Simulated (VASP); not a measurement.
VASP runs on Ta (bcc) share one base input (PBE GGA, plane waves, VASP's PBE PAW potentials (set 64)) and change the settings named in each case.

### KPOINTS
```
Automatic mesh
0
Gamma
14 14 14
0 0 0
```

INCAR:
```
! general
SYSTEM  = Ta
PREC    = Accurate
ENCUT   = 400
LREAL   = F
LASPH   = T

! electronic loop
EDIFF   = 1E-6
NELM    = 100
ALGO    = Normal
LMAXMIX = 6

! smearing
ISMEAR  = 1
SIGMA   = 0.1

! functional
GGA     = PE

! ions
ISIF    = 2

! output
LWAVE   = F
LCHARG  = F
```

**POSCAR**
```
Ta
1.0
 -1.6830000000   1.6830000000   1.6830000000
  1.6830000000  -1.6830000000   1.6830000000
  1.6830000000   1.6830000000  -1.6830000000
Ta
1
Cartesian
  0.0000000000   0.0000000000   0.0000000000
```

POTCAR, in this order: Ta_pv (PBE.64 set). Program: vasp_std.

```json
[
 {"change": "base run", "E(σ→0) (eV/atom)": "-11.7994", "pressure (GPa)": "-7.99", "−TS (eV)": "0.0002"},
 {"change": "AGGAC = 0.0, GGA = BO, LUSE_VDW = .TRUE., PARAM1 = 0.1833333333, PARAM2 = 0.22", "E(σ→0) (eV/atom)": "-8.9360", "pressure (GPa)": "-8.72", "−TS (eV)": "0.0002"},
 {"change": "GGA removed, LMIXTAU = .TRUE., METAGGA = TPSS", "E(σ→0) (eV/atom)": "-13.3989", "pressure (GPa)": "-11.50", "−TS (eV)": "0.0003"},
 {"change": "GGA = AM", "E(σ→0) (eV/atom)": "-12.2620", "pressure (GPa)": "-14.78", "−TS (eV)": "0.0002"},
 {"change": "IVDW = 12", "E(σ→0) (eV/atom)": "-12.4237", "pressure (GPa)": "…", "−TS (eV)": "0.0002"},
 {"change": "GGA = RP", "E(σ→0) (eV/atom)": "-11.3122", "pressure (GPa)": "-4.90", "−TS (eV)": "0.0002"},
 {"change": "GGA removed, LMIXTAU = .TRUE., METAGGA = SCAN", "E(σ→0) (eV/atom)": "-66.5477", "pressure (GPa)": "-14.91", "−TS (eV)": "0.0000"}
]
```

Q: Complete the blanks.

A: 
- IVDW = 12, pressure (GPa): -13.45

Energies of different potentials or functionals have different zeros. Unless said otherwise, spin-orbit coupling is left out, though it shifts the bands of the heavy elements here.

Left out are runs that ran out of time, are held back, or changed the cell or the kind of run, fixed moments of cells without a moment, rows past the twelfth, gaps on odd meshes, pressures of charged cells and columns that move by less than the noise.

The compound is Ta in the bcc structure. The cell was not relaxed at this level.
